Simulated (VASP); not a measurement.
Method: vdW-DF2, VASP's PBE PAW potentials (set 64) (plane waves; VASP).

The input files of a VASP run:

INCAR:
```
SYSTEM = GaAs
PREC = Accurate
ENCUT = 520
EDIFF = 1E-7
NELM = 100
ALGO = Normal
LREAL = .FALSE.
LASPH = .TRUE.
ISMEAR = 1
SIGMA = 0.1
GGA = ML
ZAB_VDW = -1.8867
LUSE_VDW = .TRUE.
AGGAC = 0.0
LMAXMIX = 4
LWAVE = .FALSE.
LCHARG = .FALSE.
ISIF = 2
```

KPOINTS:
```
Automatic mesh
0
gamma
11 11 11
```

POSCAR:
```
GaAs
1
    0.0000000000     2.9012452205     2.9012452205
    2.9012452205     0.0000000000     2.9012452205
    2.9012452205     2.9012452205     0.0000000000
Ga As
1 1
Direct
  0.0000000000   0.0000000000   0.0000000000
  0.2500000000   0.2500000000   0.2500000000
```

POTCAR, in this order: Ga_d As (PBE.64 set). Program: vasp_std.

What VASP printed:

OUTCAR:
```
 ion  position               nearest neighbor table
   1  0.000  0.000  0.000-   2 2.51   2 2.51   2 2.51   2 2.51
   2  0.250  0.250  0.250-   1 2.51   1 2.51   1 2.51   1 2.51
  LATTYP: Found a face centered cubic cell.
 ALAT       =     5.8024904410
 Subroutine PRICEL returns:
 Original cell was already a primitive cell.
 Subroutine GETGRP returns: Found 24 space group operations
The static configuration has the point symmetry T_d .
The dynamic configuration has the point symmetry T_d .
 Subroutine INISYM returns: Found 24 space group operations
 Subroutine IBZKPT returns following result:
 Found     56 irreducible k-points:

 Following reciprocal coordinates:
            Coordinates               Weight
  0.000000  0.000000  0.000000      1.000000
  0.090909  0.000000  0.000000      8.000000
  0.181818  0.000000  0.000000      8.000000
  0.272727  0.000000  0.000000      8.000000
  0.363636  0.000000  0.000000      8.000000
  0.454545  0.000000  0.000000      8.000000
  0.090909  0.090909  0.000000      6.000000
  0.181818  0.090909  0.000000     24.000000
  0.272727  0.090909  0.000000     24.000000
...
```

OSZICAR:
```
       N       E                     dE             d eps       ncg     rms          rms(c)
DAV:   1     0.869353314042E+02    0.86935E+02   -0.92477E+03  1472   0.188E+03
DAV:   2     0.411090342683E+01   -0.82824E+02   -0.80279E+02  1569   0.322E+02
DAV:   3    -0.264991854748E+01   -0.67608E+01   -0.67082E+01  1861   0.776E+01
DAV:   4    -0.277349288210E+01   -0.12357E+00   -0.12348E+00  1676   0.116E+01
DAV:   5    -0.277572645929E+01   -0.22336E-02   -0.22335E-02  1746   0.132E+00    0.257E+00
DAV:   6    -0.257929321895E+01    0.19643E+00   -0.38099E-01  1981   0.875E+00    0.143E+00
DAV:   7    -0.255566139453E+01    0.23632E-01   -0.11816E-01  1651   0.221E+00    0.572E-01
DAV:   8    -0.255387105198E+01    0.17903E-02   -0.14807E-02  1776   0.141E+00    0.906E-02
DAV:   9    -0.255392643174E+01   -0.55380E-04   -0.15999E-03  1770   0.684E-01    0.471E-02
DAV:  10    -0.255394089433E+01   -0.14463E-04   -0.88628E-05  1614   0.978E-02    0.272E-02
DAV:  11    -0.255395051042E+01   -0.96161E-05   -0.33851E-05  1616   0.777E-02    0.295E-03
DAV:  12    -0.255395068973E+01   -0.17931E-06   -0.11415E-06  1818   0.142E-02    0.241E-03
DAV:  13    -0.255395069720E+01   -0.74742E-08   -0.29210E-07  1556   0.595E-03
   1 F= -.25539507E+01 E0= -.25540111E+01  d E =0.181219E-03
```

OUTCAR:
```
------------------------ aborting loop because EDIFF is reached ----------------------------------------
  FORCE on cell =-STRESS in cart. coord.  units (eV):
  Direction    XX          YY          ZZ          XY          YZ          ZX
  --------------------------------------------------------------------------------------
  Total        1.0144686      1.0144686      1.0144686     -0.0000000     -0.0000000      0.0000000
  in kB       33.2786637     33.2786637     33.2786637     -0.0000000     -0.0000000      0.0000000
  external PRESSURE =      33.2786637 kB  Pullay stress =       0.0000000 kB
  volume of cell :       48.84
      direct lattice vectors                 reciprocal lattice vectors
     0.000000000  2.901245220  2.901245220    -0.172339793  0.172339793  0.172339793
     2.901245220  0.000000000  2.901245220     0.172339793 -0.172339793  0.172339793
     2.901245220  2.901245220  0.000000000     0.172339793  0.172339793 -0.172339793
  FREE ENERGIE OF THE ION-ELECTRON SYSTEM (eV)
  ---------------------------------------------------
  free  energy   TOTEN  =        -2.5539506972 eV

  energy  without entropy=       -2.5541319159  energy(sigma->0) =       -2.55401110
```
(Selected blocks of OUTCAR.)

The compound is GaAs in the zinc blende structure. This cell is one point of a volume scan, at 0.94 of the reference volume.
